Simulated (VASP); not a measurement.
Here is the system:

```xyz
8
Lattice="-0.0001 5.9845 5.9834 5.9845 -0.0001 5.9834 2.9922 2.9922 0.0000" Properties=species:S:1:pos:R:3 pbc="T T T"
In     5.9844     5.9844    11.9554
In     5.9929     8.9681     8.9763
In     8.9681     5.9929     8.9763
As     1.4961     1.4961     1.4960
As     4.4259     1.5585     4.5501
As     1.5585     4.4259     4.5501
As     4.4883     4.4883     7.3587
Al     5.9844     5.9844     5.9873
```

The numbers are results of PBEsol GGA, VASP's PBE PAW potentials (set 64) (plane waves; VASP), not measurements. Settings: 400 eV cut-off, Gaussian smearing of 0.050 eV, potentials In_d As Al.

Unless said otherwise, spin-orbit coupling is left out, though it shifts the bands of the heavy elements here.

Question: Give the energies of bands 23 to 36 at the high-symmetry points, in eV from the valence-band maximum.

Answer: 
```json
[
 {"band": "23", "Γ": "-2.39", "Y": "-3.45", "C0": "-3.75", "Z": "-4.84", "A0": "-5.50", "T": "-5.62", "S": "-3.54", "R": "-5.27"},
 {"band": "24", "Γ": "-2.36", "Y": "-2.96", "C0": "-3.36", "Z": "-3.11", "A0": "-2.47", "T": "-2.44", "S": "-2.79", "R": "-2.93"},
 {"band": "25", "Γ": "-1.20", "Y": "-2.81", "C0": "-2.14", "Z": "-3.05", "A0": "-2.43", "T": "-2.35", "S": "-2.76", "R": "-2.86"},
 {"band": "26", "Γ": "-1.11", "Y": "-1.79", "C0": "-1.83", "Z": "-3.02", "A0": "-2.43", "T": "-2.32", "S": "-2.00", "R": "-2.74"},
 {"band": "27", "Γ": "-0.99", "Y": "-1.60", "C0": "-1.63", "Z": "-2.91", "A0": "-2.25", "T": "-2.24", "S": "-1.64", "R": "-2.68"},
 {"band": "28", "Γ": "-0.83", "Y": "-1.31", "C0": "-1.45", "Z": "-2.81", "A0": "-1.89", "T": "-1.17", "S": "-0.82", "R": "-1.99"},
 {"band": "29", "Γ": "-0.10", "Y": "-1.29", "C0": "-1.35", "Z": "-2.79", "A0": "-1.67", "T": "-1.00", "S": "-0.71", "R": "-1.76"},
 {"band": "30", "Γ": "-0.08", "Y": "-1.04", "C0": "-1.25", "Z": "-1.22", "A0": "-1.15", "T": "-0.96", "S": "-0.42", "R": "-1.63"},
 {"band": "31", "Γ": "0.00", "Y": "-0.92", "C0": "-0.55", "Z": "-0.91", "A0": "-1.13", "T": "-0.85", "S": "-0.42", "R": "-1.62"},
 {"band": "32", "Γ": "0.06", "Y": "1.90", "C0": "2.01", "Z": "2.42", "A0": "1.49", "T": "0.85", "S": "1.21", "R": "1.77"},
 {"band": "33", "Γ": "0.98", "Y": "2.26", "C0": "2.52", "Z": "2.80", "A0": "1.65", "T": "1.09", "S": "1.51", "R": "2.18"},
 {"band": "34", "Γ": "1.11", "Y": "2.58", "C0": "2.59", "Z": "4.09", "A0": "1.89", "T": "1.38", "S": "2.01", "R": "2.39"},
 {"band": "35", "Γ": "1.46", "Y": "2.79", "C0": "2.62", "Z": "4.14", "A0": "1.94", "T": "1.44", "S": "2.40", "R": "2.41"},
 {"band": "36", "Γ": "1.94", "Y": "2.79", "C0": "3.07", "Z": "4.21", "A0": "1.97", "T": "1.64", "S": "4.16", "R": "4.05"}
]
```

The gap is direct, 0.06 eV, from the valence maximum at Γ to the conduction minimum at Γ.

The structure was generated: AlIn3As4 was put into an ordered model structure (Amm2), which need not be its known phase. It was relaxed first.
